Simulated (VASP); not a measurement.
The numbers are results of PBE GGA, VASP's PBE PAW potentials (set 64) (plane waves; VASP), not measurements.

The input files of a VASP run:

### INCAR
```
! general
SYSTEM  = CuAu
PREC    = Accurate
ENCUT   = 480   ! plane-wave cut-off (eV)
LREAL   = .False.   ! projection in real space or not
LASPH   = .True.

! electronic loop
EDIFF   = 1E-7   ! SCF stop (eV)
NELM    = 100   ! most electronic steps
ALGO    = Normal
LMAXMIX = 6

! smearing
ISMEAR  = 1
SIGMA   = 0.1

! functional
GGA     = PE   ! PBE

! ions
ISIF    = 2   ! forces and stress, cell fixed

! output
LWAVE   = .False.
LCHARG  = .False.
```

POSCAR:
```
CuAu
1
    2.8095373086     0.0000000000     0.0000000000
    0.0000000000     2.8095373086     0.0000000000
    0.0000000000    -0.0000000000     3.6835188647
Cu Au
1 1
Direct
  0.0000000000   0.0000000000   0.0000000000
  0.5000000000   0.5000000000   0.5000000000
```

**KPOINTS**
```
Automatic mesh
0
Gamma
12 12 10
0 0 0
```

POTCAR, in this order: Cu Au (PBE.64 set). Program: vasp_std.

The resulting files:

File OSZICAR:
```
       N       E                     dE             d eps       ncg     rms          rms(c)
DAV:   1     0.129406729302E+03    0.12941E+03   -0.10983E+04  5176   0.198E+03
DAV:   2    -0.337697173768E+01   -0.13278E+03   -0.12668E+03  5201   0.327E+02
DAV:   3    -0.797672193808E+01   -0.45998E+01   -0.45145E+01  6302   0.717E+01
DAV:   4    -0.802318978111E+01   -0.46468E-01   -0.46458E-01  5697   0.618E+00
DAV:   5    -0.802456842089E+01   -0.13786E-02   -0.13786E-02  7719   0.117E+00    0.116E+01
DAV:   6    -0.747655669099E+01    0.54801E+00   -0.80801E+00  5196   0.831E+01    0.548E+00
DAV:   7    -0.712153441453E+01    0.35502E+00   -0.30957E+00  6290   0.886E+01    0.592E+00
DAV:   8    -0.705625746510E+01    0.65277E-01   -0.26177E-01  6772   0.141E+01    0.290E+00
DAV:   9    -0.704821781555E+01    0.80396E-02   -0.30960E-02  7737   0.466E+00    0.210E-01
DAV:  10    -0.704769186955E+01    0.52595E-03   -0.46744E-03  7409   0.111E+00    0.103E-01
DAV:  11    -0.704768958135E+01    0.22882E-05   -0.12352E-04  7542   0.254E-01    0.387E-02
DAV:  12    -0.704768323038E+01    0.63510E-05   -0.11320E-05  7765   0.110E-01    0.261E-03
DAV:  13    -0.704768305425E+01    0.17614E-06   -0.55992E-07  7179   0.162E-02    0.162E-03
DAV:  14    -0.704768309950E+01   -0.45254E-07   -0.12879E-07  3425   0.114E-02
   1 F= -.70476831E+01 E0= -.70476858E+01  d E =0.805480E-05
```

### OUTCAR
```
------------------------ aborting loop because EDIFF is reached ----------------------------------------
  FORCE on cell =-STRESS in cart. coord.  units (eV):
  Direction    XX          YY          ZZ          XY          YZ          ZX
  --------------------------------------------------------------------------------------
  Total        1.0205016      1.0205016      0.6024559      0.0000000     -0.0000000      0.0000000
  in kB       56.2330667     56.2330667     33.1973461      0.0000000     -0.0000000      0.0000000
  external PRESSURE =      48.5544932 kB  Pullay stress =       0.0000000 kB
  volume of cell :       29.08
      direct lattice vectors                 reciprocal lattice vectors
     2.809537309  0.000000000  0.000000000     0.355930493  0.000000000  0.000000000
     0.000000000  2.809537309  0.000000000     0.000000000  0.355930493  0.000000000
     0.000000000  0.000000000  3.683518865     0.000000000  0.000000000  0.271479538
 POSITION                                       TOTAL-FORCE (eV/Angst)
 -----------------------------------------------------------------------------------
      0.00000      0.00000      0.00000         0.000000      0.000000      0.000000
      1.40477      1.40477      1.84176         0.000000      0.000000      0.000000
 -----------------------------------------------------------------------------------
    total drift:                               -0.000000      0.000000      0.000000
  FREE ENERGIE OF THE ION-ELECTRON SYSTEM (eV)
  ---------------------------------------------------
  free  energy   TOTEN  =        -7.0476830995 eV

  energy  without entropy=       -7.0476911543  energy(sigma->0) =       -7.04768578
```
(Selected blocks of OUTCAR.)

The compound is CuAu in the L1_0 structure. This cell was strained or had an atom moved on purpose.
